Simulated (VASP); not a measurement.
All values below come from r2SCAN meta-GGA, VASP's PBE PAW potentials (set 64) (plane waves; VASP 6.6.1).

VASP input:

### INCAR
```
! general
SYSTEM   =  ZrS2
PREC     =  Accurate
ENCUT    =  400   ! plane-wave cut-off (eV)
LREAL    =  .False.   ! projection in real space or not
LASPH    =  .True.   ! aspherical one-centre terms

! electronic loop
EDIFF    =  1E-6   ! SCF stop (eV)
NELM     =  100   ! most electronic steps
ALGO     =  Normal
LMAXMIX  =  4   ! l cut-off of mixed one-centre charges
LMIXTAU  =  .True.

! smearing
ISMEAR   =  0
SIGMA    =  0.05

! functional
METAGGA  =  R2SCAN

! ions
IBRION   =  2   ! conjugate gradients
NSW      =  60   ! most ionic steps
ISIF     =  3
EDIFFG   =  -0.02   ! ionic stop

! output
LWAVE    =  .False.
LCHARG   =  .False.
```

File KPOINTS:
```
Automatic
0
Gamma
 6 6 4
```

POSCAR:
```
ZrS2
1.0
  1.8452620298  -3.1960876116   0.0000000000
  1.8452620298   3.1960876116   0.0000000000
  0.0000000000   0.0000000000   6.0416152014
Zr S
1 2
Direct
  0.0000000000   0.0000000000   0.0000000000
  0.3333330000   0.6666670000   0.2378530909
  0.6666670000   0.3333330000   0.7621469091
```

POTCAR, in this order: Zr_sv S (PBE.64 set). Program: vasp_std.

Q: What will the output report for the number of irreducible k-points (NKPTS), number of bands (NBANDS), largest plane-wave count, number of space-group operations, FFT grid (NGX, NGY, NGZ)?

A: 
```
Quantity                                       Value
--------------------------------------  ------------
number of irreducible k-points (NKPTS)            24
number of bands (NBANDS)                          16
largest plane-wave count                        1320
number of space-group operations                  12
FFT grid (NGX, NGY, NGZ)                24 × 24 × 40
```

The compound is ZrS2 in the 1T layered structure. It was relaxed first, which changed the volume by +6 %. The start is the result of an earlier pass.
